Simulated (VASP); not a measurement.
Calculation: r2SCAN meta-GGA with spin-orbit coupling, VASP's PBE PAW potentials (set 64) (plane waves; VASP).

A VASP calculation is set up with these files.

File POSCAR:
```
Rh
1.0
  0.0000000000   1.9000000000   1.9000000000
  1.9000000000   0.0000000000   1.9000000000
  1.9000000000   1.9000000000   0.0000000000
Rh
1
direct
  0.0000000000   0.0000000000   0.0000000000
```

**INCAR**
```
SYSTEM = Rh
PREC = Accurate
ENCUT = 400
EDIFF = 1E-6
NELM = 100
ALGO = Normal
LREAL = .FALSE.
LASPH = .TRUE.
ISMEAR = 0
SIGMA = 0.05
METAGGA = R2SCAN
LMIXTAU = .TRUE.
LMAXMIX = 4
LWAVE = .FALSE.
LCHARG = .FALSE.
LSORBIT = .TRUE.
MAGMOM = 0 0 0
GGA_COMPAT = .FALSE.
```

**KPOINTS_OPT**
```
k-points along high-symmetry lines
8
Line-mode
Reciprocal
  0.000000   0.000000   0.000000 ! GAMMA
  0.500000   0.000000   0.500000 ! X

  0.500000   0.000000   0.500000 ! X
  0.625000   0.250000   0.625000 ! U

  0.375000   0.375000   0.750000 ! K
  0.000000   0.000000   0.000000 ! GAMMA

  0.000000   0.000000   0.000000 ! GAMMA
  0.500000   0.500000   0.500000 ! L

  0.500000   0.500000   0.500000 ! L
  0.500000   0.250000   0.750000 ! W

  0.500000   0.250000   0.750000 ! W
  0.500000   0.000000   0.500000 ! X
```

KPOINTS:
```
Automatic mesh
0
Gamma
 15 15 15
0 0 0
```

POTCAR, in this order: Rh_pv (PBE.64 set). Program: vasp_ncl.

**Question.** What will the output report for the number of irreducible k-points (NKPTS), number of bands (NBANDS), largest plane-wave count, number of space-group operations, FFT grid (NGX, NGY, NGZ)?

**Answer.** 
The number of irreducible k-points (NKPTS) comes out as 120. The number of bands (NBANDS) is 22 and the largest plane-wave count is 524. The number of space-group operations comes out as 48 and the FFT grid (NGX, NGY, NGZ) is 18 × 18 × 18.

The compound is Rh in the fcc structure. The cell was not relaxed at this level.
